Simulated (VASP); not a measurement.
Level of theory: r2SCAN meta-GGA, VASP's PBE PAW potentials (set 64) (plane waves; VASP).

Input for VASP

File KPOINTS:
```
Automatic mesh
0
Gamma
13 13 13
0 0 0
```

### KPOINTS_OPT
```
k-points along high-symmetry lines
10
Line-mode
Reciprocal
  0.000000   0.000000   0.000000 ! GAMMA
  0.000000   0.500000   0.000000 ! X

  0.000000   0.500000   0.000000 ! X
  0.500000   0.500000   0.000000 ! M

  0.500000   0.500000   0.000000 ! M
  0.000000   0.000000   0.000000 ! GAMMA

  0.000000   0.000000   0.000000 ! GAMMA
  0.500000   0.500000   0.500000 ! R

  0.500000   0.500000   0.500000 ! R
  0.000000   0.500000   0.000000 ! X

  0.500000   0.500000   0.500000 ! R
  0.500000   0.500000   0.000000 ! M
```

File POSCAR:
```
GeMo
1.0
  3.1057147889   0.0000000000   0.0000000000
  0.0000000000   3.1057147889   0.0000000000
  0.0000000000   0.0000000000   3.1057147889
Mo Ge
1 1
Direct
  0.0000000000   0.0000000000   0.0000000000
  0.5000000000   0.5000000000   0.5000000000
```

### INCAR
```
ALGO = Normal
EDIFF = 1E-7
ENCUT = 400
ISIF = 2
ISMEAR = -5
LASPH = T
LCHARG = F
LMAXMIX = 4
LMIXTAU = T
LORBIT = 11
LREAL = F
LWAVE = F
METAGGA = R2SCAN
NEDOS = 601
NELM = 100
PREC = Accurate
SYSTEM = GeMo
```

POTCAR, in this order: Mo_sv Ge_d (PBE.64 set). Program: vasp_std.

Task: What will the output report for the number of irreducible k-points (NKPTS), number of bands (NBANDS), largest plane-wave count, number of space-group operations, FFT grid (NGX, NGY, NGZ)?

Result: 
* **number of irreducible k-points (NKPTS)**: 84
* **number of bands (NBANDS)**: 18
* **largest plane-wave count**: 554
* **number of space-group operations**: 48
* **FFT grid (NGX, NGY, NGZ)**: 20 × 20 × 20

The structure was generated: GeMo was put into the CsCl type (Pm-3m), which need not be its known phase. It was relaxed first, which changed the volume by -6 %.
